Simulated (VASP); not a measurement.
A VASP calculation is set up with these files.

### KPOINTS
```
Regular mesh
0
gamma
  14 14 14
0 0 0
```

File POSCAR:
```
GaN
1
    2.6203137681    -0.0000000000     0.0000000000
    0.0000000000     2.6203137681    -0.0000000000
    0.0000000000     0.0000000000     2.6203137681
Ga N
1 1
Direct
  0.0000000000   0.0000000000   0.0000000000
  0.5000000000   0.5000000000   0.5000000000
```

INCAR:
```
SYSTEM = GaN
PREC = Accurate
ENCUT = 620
EDIFF = 1E-6
NELM = 100
ALGO = Normal
LREAL = .FALSE.
LASPH = .TRUE.
ISMEAR = 1
SIGMA = 0.1
GGA = PS
LMAXMIX = 4
LWAVE = .FALSE.
LCHARG = .FALSE.
IBRION = 2
ISIF = 3
NSW = 40
EDIFFG = -0.02
PSTRESS = 200
```

POTCAR, in this order: Ga_d N (PBE.64 set). Program: vasp_std.

Write an equivalent input for Quantum ESPRESSO's pw.x.

One equivalent input (not run):
```
&CONTROL
  calculation = 'vc-relax'
  pseudo_dir = './pseudo'
  outdir = './out'
  tprnfor = .true.
  tstress = .true.
  nstep = 40
  forc_conv_thr = 0.00078
/
&SYSTEM
  ibrav = 0
  nat = 2
  ntyp = 2
  ecutwfc = 84
  occupations = 'smearing'
  smearing = 'methfessel-paxton'
  degauss = 0.00735
  input_dft = 'pbesol'
/
&ELECTRONS
  conv_thr = 7.3e-08
  electron_maxstep = 100
/
&IONS
/
&CELL
  press = 200
/
ATOMIC_SPECIES
  Ga 69.723 Ga.upf
  N 14.007 N.upf
CELL_PARAMETERS angstrom
     2.6203138   -0.0000000    0.0000000
     0.0000000    2.6203138   -0.0000000
     0.0000000    0.0000000    2.6203138
ATOMIC_POSITIONS crystal
  Ga   0.0000000  0.0000000  0.0000000
  N    0.5000000  0.5000000  0.5000000
K_POINTS automatic
  14 14 14 0 0 0
```
The two are equivalent in intent, not identical: the potentials are each code's own (VASP's PAW set, PseudoDojo norm-conserving files in pw.x), so ENCUT and ecutwfc are chosen apart and not converted; conv_thr bounds pw.x's estimated SCF error, while EDIFF bounds the energy change between steps; forc_conv_thr acts on force components and is met together with etot_conv_thr.

The structure was generated: GaN was put into the CsCl type type (Pm-3m), which need not be its known phase. It was relaxed first under an external pressure of 20 GPa.
